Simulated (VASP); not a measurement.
Consider the following.

```
CELL_PARAMETERS angstrom
      1.58064    -2.73775     0.00000
      1.58064     2.73775     0.00000
      0.00000     0.00000     4.98636
ATOMIC_POSITIONS crystal
  Hf 0.33333 0.66667 0.25000
  Hf 0.66667 0.33333 0.75000
```

These are MS2 meta-GGA, VASP's PBE PAW potentials (set 64) (plane waves; VASP) values and carry that method's errors. Numerical set-up: 520 eV cut-off, 15×15×8 Γ-centred mesh, tetrahedra with Blöchl corrections, potentials Hf_pv.

Task: Give the energies of bands 7 to 13 at the high-symmetry points, in eV from the Fermi level.

Result: 
```
band      Γ      M      K      A      L      H
----  -----  -----  -----  -----  -----  -----
7     -7.69  -3.52  -2.34  -5.60  -3.61  -1.88
8     -3.93  -2.97  -1.91  -5.60  -3.61  -1.88
9      0.77  -2.40  -1.91   0.13  -1.09  -1.58
10     1.23  -0.83  -1.53   0.13  -1.09  -1.58
11     1.23   0.77   0.39   1.10   1.28  -0.22
12     1.51   0.95   0.39   1.10   1.28  -0.22
13     2.10   1.79   2.17   1.10   2.75   2.62
```

It has no gap at this level: it comes out as a metal or semimetal.

The compound is Hf in the hcp structure. It was relaxed first.
